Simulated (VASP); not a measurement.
Here is the system:

```xyz
4
Lattice="4.1719 2.0823 2.0823 2.0823 4.1719 2.0823 2.0823 2.0823 4.1719" Properties=species:S:1:pos:R:3 pbc="T T T"
Ni     0.0000     0.0000     0.0000
Ni     4.1683     4.1683     4.1683
O      2.0841     2.0841     2.0841
O      6.2524     6.2524     6.2524
```
Starting moments (μB, in the order of the record's atoms Ni Ni O O): 1.3 -1.3 0.0 0.0.

Computed with optB88-vdW, VASP's PBE PAW potentials (set 64) (plane waves; VASP). Numerical set-up: 520 eV cut-off, 10×10×10 Γ-centred mesh, tetrahedra with Blöchl corrections, potentials Ni O.

The cores are frozen, which limits the accuracy of field gradients.

Question: Give the principal components of the electric field gradient (V/Å²) and the asymmetry η at each nucleus.

Answer: 
```json
[
 {"atom": "Ni1", "Vxx": "-0.7", "Vyy": "-0.7", "Vzz": "1.4", "η": "0.00"},
 {"atom": "Ni2", "Vxx": "-0.7", "Vyy": "-0.7", "Vzz": "1.4", "η": "0.00"},
 {"atom": "O3", "Vxx": "1.8", "Vyy": "1.8", "Vzz": "-3.7", "η": "0.00"},
 {"atom": "O4", "Vxx": "1.8", "Vyy": "1.8", "Vzz": "-3.7", "η": "0.00"}
]
```

The compound is NiO in the rock salt, AFM-II order structure. It was relaxed first.
